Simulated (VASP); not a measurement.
Calculation: PBE GGA with D3 dispersion (Becke-Johnson damping), VASP's PBE PAW potentials (set 64) (plane waves; VASP).

Input for VASP

### KPOINTS
```
k-points along high-symmetry lines
15
Line-mode
Reciprocal
  0.000000   0.000000   0.000000 ! GAMMA
  0.000000   0.500000   0.000000 ! X

  0.000000   0.500000   0.000000 ! X
  0.500000   0.500000   0.000000 ! M

  0.500000   0.500000   0.000000 ! M
  0.000000   0.000000   0.000000 ! GAMMA

  0.000000   0.000000   0.000000 ! GAMMA
  0.500000   0.500000   0.500000 ! R

  0.500000   0.500000   0.500000 ! R
  0.000000   0.500000   0.000000 ! X

  0.500000   0.500000   0.500000 ! R
  0.500000   0.500000   0.000000 ! M
```

**INCAR**
```
# general
SYSTEM  = PdIn
PREC    = Accurate
ENCUT   = 520
LREAL   = .FALSE.
LASPH   = .TRUE.
ICHARG  = 11

# electronic loop
EDIFF   = 1E-7
NELM    = 100
ALGO    = Normal
LMAXMIX = 4

# smearing
ISMEAR  = 0
SIGMA   = 0.05

# functional
GGA     = PE
IVDW    = 12

# output
LWAVE   = .FALSE.
LCHARG  = .FALSE.
LORBIT  = 11
```

### POSCAR
```
PdIn
1
    3.2616350132     0.0000000000     0.0000000000
   -0.0000000000     3.2616350132     0.0000000000
    0.0000000000     0.0000000000     3.2616350132
In Pd
1 1
Direct
  0.5000000000   0.5000000000   0.5000000000
  0.0000000000   0.0000000000   0.0000000000
```

POTCAR, in this order: In_d Pd (PBE.64 set). Program: vasp_std. Read from the step before: CHGCAR.

The run wrote:

**OSZICAR**
```
       N       E                     dE             d eps       ncg     rms          rms(c)
DAV:   1     0.163979363076E+03    0.16398E+03   -0.11668E+04  2744   0.201E+03
DAV:   2    -0.567304603687E-01   -0.16404E+03   -0.15893E+03  2826   0.409E+02
DAV:   3    -0.776543838955E+01   -0.77087E+01   -0.76331E+01  3407   0.936E+01
DAV:   4    -0.790871119722E+01   -0.14327E+00   -0.14323E+00  3414   0.123E+01
DAV:   5    -0.791569343644E+01   -0.69822E-02   -0.69821E-02  3996   0.234E+00
DAV:   6    -0.791583730348E+01   -0.14387E-03   -0.14387E-03  3645   0.266E-01
DAV:   7    -0.791583884793E+01   -0.15445E-05   -0.15459E-05  4052   0.340E-02
DAV:   8    -0.791583886503E+01   -0.17098E-07   -0.15755E-07  3064   0.313E-03
   1 F= -.89970439E+01 E0= -.89968822E+01  d E =-.323358E-03
```

File OUTCAR:
```
 val. band max:       11.1184294354   @ k =   0.0000   0.2500   0.0000

 cond. band min:      11.2050992236   @ k =   0.3571   0.5000   0.3571



 k-point     1 :       0.0000    0.0000    0.0000
  band No.  band energies     occupation
      1      -4.3509      2.00000
      2      -4.3509      2.00000
      3      -3.9312      2.00000
      4      -3.9312      2.00000
      5      -3.9312      2.00000
      6       0.4992      2.00000
      7       6.7768      2.00000
      8       6.7768      2.00000
      9       8.3440      2.00000
     10       8.3440      2.00000
     11       8.3440      2.00000
     12      14.8774      0.00000
     13      14.8774      0.00000
     14      14.8774      0.00000
     15      20.1988      0.00000

 k-point     2 :       0.0000    0.0357    0.0000
  band No.  band energies     occupation
      1      -4.3501      2.00000
      2      -4.3464      2.00000
      3      -3.9325      2.00000
      4      -3.9325      2.00000
      5      -3.9307      2.00000
      6       0.5196      2.00000
      7       6.7770      2.00000
      8       6.7808      2.00000
      9       8.3279      2.00000
     10       8.3279      2.00000
     11       8.3431      2.00000
     12      14.7165      0.00000
     13      14.9192      0.00000
     14      14.9192      0.00000
     15      20.2920      0.00000

 k-point     3 :       0.0000    0.0714    0.0000
  band No.  band energies     occupation
      1      -4.3479      2.00000
      2      -4.3330      2.00000
      3      -3.9366      2.00000
      4      -3.9366      2.00000
      5      -3.9295      2.00000
      6       0.5809      2.00000
      7       6.7774      2.00000
      8       6.7916      2.00000
      9       8.2810      2.00000
     10       8.2810      2.00000
     11       8.3402      2.00000
     12      14.2889      0.00000
     13      15.0429      0.00000
     14      15.0429      0.00000
     15      20.4623      0.00000

...
```

The density is held fixed in this step, so its total energy and stress have no physical meaning. Unless said otherwise, spin-orbit coupling is left out, though it shifts the bands of the heavy elements here.

The compound is PdIn in the CsCl type structure. It was relaxed first. The electron count is odd and the run is not spin-polarised, which forces a metal.
